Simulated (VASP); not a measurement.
These are SCAN meta-GGA, VASP's PBE PAW potentials (set 64) (plane waves; VASP 6.6.1) values and carry that method's errors.

VASP input:

File POSCAR:
```
NaI
1.0
  0.0000000000   3.2483400070   3.2483400070
  3.2483400070   0.0000000000   3.2483400070
  3.2483400070   3.2483400070   0.0000000000
Na I
1 1
Direct
  0.0000000000   0.0000000000   0.0000000000
  0.5000000000   0.5000000000   0.5000000000
```

INCAR:
```
! general
SYSTEM  = NaI
PREC    = Accurate
ENCUT   = 520   ! plane-wave cut-off (eV)
LREAL   = F   ! projection in real space or not
LASPH   = T   ! aspherical one-centre terms

! electronic loop
EDIFF   = 1E-7   ! SCF stop (eV)
NELM    = 100   ! most electronic steps
ALGO    = Normal
LMAXMIX = 4   ! l cut-off of mixed one-centre charges
LMIXTAU = T

! smearing
ISMEAR  = 0   ! Gaussian
SIGMA   = 0.05   ! width (eV)

! functional
METAGGA = SCAN

! ions
ISIF    = 2   ! forces and stress, cell fixed

! output
LWAVE   = F
LCHARG  = F
```

File KPOINTS:
```
K-points
0
Gamma
 7 7 7
```

POTCAR, in this order: Na_pv I (PBE.64 set). Program: vasp_std.

The run wrote:

**OSZICAR**
```
       N       E                     dE             d eps       ncg     rms          rms(c)
DAV:   1     0.382908029675E+02    0.38291E+02   -0.71045E+03   440   0.118E+03
DAV:   2    -0.389476446881E+02   -0.77238E+02   -0.71782E+02   500   0.231E+02
DAV:   3    -0.451543292215E+02   -0.62067E+01   -0.61716E+01   539   0.689E+01
DAV:   4    -0.453149062480E+02   -0.16058E+00   -0.16049E+00   503   0.121E+01
DAV:   5    -0.453198110809E+02   -0.49048E-02   -0.49047E-02   543   0.219E+00    0.129E+00
DAV:   6    -0.436569771741E+02    0.16628E+01   -0.33698E-01   446   0.809E+00    0.144E+00
DAV:   7    -0.437338332584E+02   -0.76856E-01   -0.21377E-01   452   0.625E+00    0.433E-01
DAV:   8    -0.438942138164E+02   -0.16038E+00   -0.17224E-01   449   0.423E+00    0.445E-01
DAV:   9    -0.437640448898E+02    0.13017E+00   -0.11324E-01   440   0.473E+00    0.411E-01
DAV:  10    -0.437518859618E+02    0.12159E-01   -0.28447E-02   440   0.243E+00    0.134E-01
DAV:  11    -0.437870873943E+02   -0.35201E-01   -0.28951E-02   440   0.228E+00    0.564E-02
DAV:  12    -0.437591850453E+02    0.27902E-01   -0.15756E-02   440   0.173E+00    0.572E-02
DAV:  13    -0.437918493813E+02   -0.32664E-01   -0.17235E-02   440   0.173E+00    0.188E-02
DAV:  14    -0.437919125855E+02   -0.63204E-04   -0.12075E-04   500   0.154E-01    0.134E-02
DAV:  15    -0.437919805936E+02   -0.68008E-04   -0.10216E-04   452   0.158E-01    0.865E-03
DAV:  16    -0.437920347065E+02   -0.54113E-04   -0.26571E-05   452   0.742E-02    0.324E-03
DAV:  17    -0.437920396602E+02   -0.49537E-05   -0.33929E-06   476   0.314E-02    0.134E-03
DAV:  18    -0.437920370812E+02    0.25790E-05   -0.24268E-06   455   0.238E-02    0.836E-04
DAV:  19    -0.437920369927E+02    0.88448E-07   -0.88735E-07   452   0.135E-02
   1 F= -.43792037E+02 E0= -.43792037E+02  d E =-.374534E-15
```

**OUTCAR**
```
------------------------ aborting loop because EDIFF is reached ----------------------------------------
  FORCE on cell =-STRESS in cart. coord.  units (eV):
  Direction    XX          YY          ZZ          XY          YZ          ZX
  --------------------------------------------------------------------------------------
  Total       -0.2580316     -0.2580316     -0.2580316      0.0000000      0.0000000     -0.0000000
  in kB       -6.0307175     -6.0307175     -6.0307175      0.0000000      0.0000000     -0.0000000
  external PRESSURE =      -6.0307175 kB  Pullay stress =       0.0000000 kB
  volume of cell :       68.55
      direct lattice vectors                 reciprocal lattice vectors
     0.000000000  3.248340007  3.248340007    -0.153924774  0.153924774  0.153924774
     3.248340007  0.000000000  3.248340007     0.153924774 -0.153924774  0.153924774
     3.248340007  3.248340007  0.000000000     0.153924774  0.153924774 -0.153924774
  FREE ENERGIE OF THE ION-ELECTRON SYSTEM (eV)
  ---------------------------------------------------
  free  energy   TOTEN  =       -43.7920369927 eV

  energy  without entropy=      -43.7920369927  energy(sigma->0) =      -43.79203699
```
(Selected blocks of OUTCAR.)

The compound is NaI in the rock salt structure. This cell is one point of a volume scan, at 1.03 of the reference volume.
